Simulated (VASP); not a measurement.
Pb (relaxed from the simple-cubic structure, space group Pm-3m): computed properties

Level of theory: r2SCAN meta-GGA, VASP's PBE PAW potentials (set 64) (plane waves; VASP 6.6.1).

```yaml
space_group: Pm-3m (221)
cell: a = b = c = 3.206 Å, α = β = γ = 90.00°
volume_per_atom: 32.95 Å^3/atom
band gap (over mesh and band path): none (metal, semimetal or under 0.01 eV)
band_gap_with_spin_orbit_coupling: none (metallic)
density: 10.44 g/cm³
```

Pb has the cubic space group Pm-3m (No. 221), the simple cubic structure, Pearson symbol cP1. Lattice parameters: a = b = c = 3.2059 Å, α = β = γ = 90.00°. Pb on 1a has 6 Pb at 3.206 Å (octahedral). (Neighbours: up to the widest gap in distance over summed covalent radii, below 1.35, at either atom.)

Unless said otherwise, spin-orbit coupling is left out, though it shifts the bands of the heavy elements here.

The structure was generated: Pb was put into the simple-cubic type (Pm-3m), which need not be its known phase. It was relaxed first. Symmetry was kept, so distortions that lower it aren't found.
